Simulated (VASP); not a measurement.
Data:

```
Zn2SSe
1.0
    3.95148     0.00000     0.00000
    0.00000     3.95148     0.00000
    0.00000     0.00000     5.57364
Zn Se S
2 1 1
Cartesian
  1.97574   0.00000   4.25324
  0.00000   1.97574   1.32040
  0.00000   0.00000   2.78682
  1.97574   1.97574   0.00000
```

Level of theory: HSE06 screened hybrid, VASP's PBE PAW potentials (set 64) (plane waves; VASP). Run with 400 eV cut-off, 4×4×4 Γ-centred mesh, Gaussian smearing of 0.050 eV, potentials Zn Se S.

### Question
What does the run give for the energy per atom (σ→0), band gap (over the mesh, the named points and PBE's band edges) with the smallest direct gap where there is one?

### Answer

| Item | Value |
|---|---|
| band gap (over the mesh, the named points and PBE's band edges) | 2.64 eV |
| smallest direct gap (over the mesh, the named points and PBE's band edges) | 2.64 eV |
| energy per atom (σ→0) | -3.942 eV/atom |

The absolute energy has meaning only against runs of the same code, potentials and settings.

The structure comes from a computed database's Zn2SeS entry (P-4m2); how it stands against other phases isn't given here. It was relaxed first.
